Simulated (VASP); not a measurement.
These are PBE GGA, VASP's PBE PAW potentials (set 64) (plane waves; VASP) values and carry that method's errors.

VASP ran on this input.

### KPOINTS
```
Automatic mesh
0
Gamma
10 10 10
0 0 0
```

INCAR:
```
! general
SYSTEM=LiH
PREC  =Accurate
ENCUT =530   ! plane-wave cut-off (eV)
LREAL =.False.
LASPH =.True.   ! aspherical one-centre terms

! electronic loop
EDIFF =1E-6   ! SCF stop (eV)
NELM  =100
ALGO  =Normal

! smearing
ISMEAR=0   ! Gaussian
SIGMA =0.05

! functional
GGA   =PE

! ions
IBRION=2   ! conjugate gradients
NSW   =60   ! most ionic steps
ISIF  =3
EDIFFG=-0.01   ! ionic stop

! output
LWAVE =.False.
LCHARG=.False.
```

### POSCAR
```
LiH
1.0
  0.0000000000   1.9991847370   1.9991847370
  1.9991847370   0.0000000000   1.9991847370
  1.9991847370   1.9991847370   0.0000000000
Li H
1 1
Direct
  0.0000000000   0.0000000000   0.0000000000
  0.5000000000   0.5000000000   0.5000000000
```

POTCAR, in this order: Li_sv H (PBE.64 set). Program: vasp_std.

What VASP printed:

### OUTCAR
```
 ion  position               nearest neighbor table
   1  0.000  0.000  0.000-
   2  0.500  0.500  0.500-
  LATTYP: Found a face centered cubic cell.
 ALAT       =     3.9983694740
 Subroutine PRICEL returns:
 Original cell was already a primitive cell.
 Subroutine GETGRP returns: Found 48 space group operations
The static configuration has the point symmetry O_h .
The dynamic configuration has the point symmetry O_h .
 Subroutine INISYM returns: Found 48 space group operations
 Subroutine IBZKPT returns following result:
 Found     47 irreducible k-points:

 Following reciprocal coordinates:
            Coordinates               Weight
  0.000000  0.000000  0.000000      1.000000
  0.100000  0.000000  0.000000      8.000000
  0.200000  0.000000  0.000000      8.000000
  0.300000  0.000000  0.000000      8.000000
  0.400000  0.000000  0.000000      8.000000
  0.500000  0.000000  0.000000      4.000000
  0.100000  0.100000  0.000000      6.000000
  0.200000  0.100000  0.000000     24.000000
  0.300000  0.100000  0.000000     24.000000
  0.400000  0.100000  0.000000     24.000000
  0.500000  0.100000  0.000000     24.000000
 -0.400000  0.100000  0.000000     24.000000
 -0.300000  0.100000  0.000000     24.000000
 -0.200000  0.100000  0.000000     24.000000
 -0.100000  0.100000  0.000000     12.000000
  0.200000  0.200000  0.000000      6.000000
  0.300000  0.200000  0.000000     24.000000
  0.400000  0.200000  0.000000     24.000000
  0.500000  0.200000  0.000000     24.000000
 -0.400000  0.200000  0.000000     24.000000
 -0.300000  0.200000  0.000000     24.000000
 -0.200000  0.200000  0.000000     12.000000
  0.300000  0.300000  0.000000      6.000000
  0.400000  0.300000  0.000000     24.000000
  0.500000  0.300000  0.000000     24.000000
 -0.400000  0.300000  0.000000     24.000000
 -0.300000  0.300000  0.000000     12.000000
  0.400000  0.400000  0.000000      6.000000
  0.500000  0.400000  0.000000     24.000000
 -0.400000  0.400000  0.000000     12.000000
  0.500000  0.500000  0.000000      3.000000
  0.300000  0.200000  0.100000     24.000000
  0.400000  0.200000  0.100000     48.000000
  0.500000  0.200000  0.100000     48.000000
 -0.400000  0.200000  0.100000     24.000000
  0.400000  0.300000  0.100000     24.000000
  0.500000  0.300000  0.100000     48.000000
 -0.400000  0.300000  0.100000     48.000000
 -0.300000  0.300000  0.100000     48.000000
 -0.200000  0.300000  0.100000     24.000000
   k-points           NKPTS =     47   k-points in BZ     NKDIM =     47   number of bands    NBANDS=      6
   number of dos      NEDOS =    301   number of ions     NIONS =      2
   total plane-waves  NPLWV =  13824
   dimension x,y,z NGX =    24 NGY =   24 NGZ =   24
   dimension x,y,z NGXF=    48 NGYF=   48 NGZF=   48
   ions per type =               1   1
   PREC   = accura    normal or accurate (medium, high low for compatibility)
   ISTART =      0    job   : 0-new  1-cont  2-samecut
   ICHARG =      2    charge: 1-file 2-atom 10-const
   ISPIN  =      1    spin polarized calculation?
   LNONCOLLINEAR =      F non collinear calculations
   LSORBIT =      F    spin-orbit coupling
   INIWAV =      1    electr: 0-lowe 1-rand  2-diag
   ENCUT  =  530.0 eV  38.95 Ry    6.24 a.u.   5.31  5.31  5.31*2*pi/ulx,y,z
   NELM   =    100;   NELMIN=  2; NELMDL= -5     # of ELM steps
   EDIFF  = 0.1E-05   stopping-criterion for ELM
   LREAL  =      F    real-space projection
   NLSPLINE    = F    spline interpolate recip. space projectors
   LMAXMIX     =    2 max onsite mixed and CHGCAR
...
```

OSZICAR:
```
       N       E                     dE             d eps       ncg     rms          rms(c)
DAV:   1    -0.174822944889E+01   -0.17482E+01   -0.14717E+03   588   0.634E+02
DAV:   2    -0.627992888600E+01   -0.45317E+01   -0.45316E+01   786   0.657E+01
DAV:   3    -0.636941713316E+01   -0.89488E-01   -0.89488E-01   714   0.819E+00
DAV:   4    -0.637006743244E+01   -0.65030E-03   -0.65030E-03   750   0.656E-01
DAV:   5    -0.637007145459E+01   -0.40222E-05   -0.40222E-05   684   0.383E-02    0.288E+00
DAV:   6    -0.618677024680E+01    0.18330E+00   -0.15449E-01   660   0.180E+00    0.145E+00
DAV:   7    -0.612512965986E+01    0.61641E-01   -0.20543E-01   726   0.230E+00    0.223E-01
DAV:   8    -0.612701271282E+01   -0.18831E-02   -0.55289E-03   678   0.659E-01    0.438E-02
DAV:   9    -0.612695961223E+01    0.53101E-04   -0.21832E-04   816   0.880E-02    0.954E-03
DAV:  10    -0.612695537079E+01    0.42414E-05   -0.62128E-06   636   0.227E-02    0.261E-03
DAV:  11    -0.612695451657E+01    0.85422E-06   -0.38886E-07   408   0.540E-03
   1 F= -.61269545E+01 E0= -.61269545E+01  d E =-.612695E+01
```

OUTCAR:
```
------------------------ aborting loop because EDIFF is reached ----------------------------------------
  FORCE on cell =-STRESS in cart. coord.  units (eV):
  Direction    XX          YY          ZZ          XY          YZ          ZX
  --------------------------------------------------------------------------------------
  Total        0.0025297      0.0025297      0.0025297      0.0000000      0.0000000     -0.0000000
  in kB        0.2536201      0.2536201      0.2536201      0.0000000      0.0000000     -0.0000000
  external PRESSURE =       0.2536201 kB  Pullay stress =       0.0000000 kB
  volume of cell :       15.98
      direct lattice vectors                 reciprocal lattice vectors
     0.000000000  1.999184737  1.999184737    -0.250101949  0.250101949  0.250101949
     1.999184737  0.000000000  1.999184737     0.250101949 -0.250101949  0.250101949
     1.999184737  1.999184737  0.000000000     0.250101949  0.250101949 -0.250101949
  FREE ENERGIE OF THE ION-ELECTRON SYSTEM (eV)
  ---------------------------------------------------
  free  energy   TOTEN  =        -6.1269545166 eV

  energy  without entropy=       -6.1269545166  energy(sigma->0) =       -6.12695452

 reached required accuracy - stopping structural energy minimisation
```
(Selected blocks of OUTCAR.)

The compound is LiH in the rock salt structure. It was relaxed first, which changed the volume by -6 %. The start is the result of an earlier pass.
